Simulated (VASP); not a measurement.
GaSb:

```
Ga Sb
1.0
     0.00000    3.05740    3.05740
     3.05740    0.00000    3.05740
     3.05740    3.05740    0.00000
Ga Sb
1 1
Direct
  0.00000 0.00000 0.00000
  0.25000 0.25000 0.25000
```

Program: VASP 6.6.1. Alike in all runs: task band structure; potentials or basis VASP PAW PBE potentials, release 64 (Ga_d, Sb); no spin polarisation; cell as given; k mesh 10 × 10 × 10; cutoff (eV) 520; smearing gaussian 0.03 eV.

Task: Order these runs on this cell by their band gap on the k mesh, lowest first.
A. level r2SCAN; further INCAR settings ALGO = Normal; EDIFF = 1e-07
B. level TB-mBJ; further INCAR settings ALGO = Normal; EDIFF = 1e-07
C. level PBE; further INCAR settings ALGO = Fast; EDIFF = 1e-07

Result: C (0.05 eV), A (0.46 eV), B (0.87 eV).

Caveats: spin-orbit coupling is left out, which moves the levels of the heavy elements.

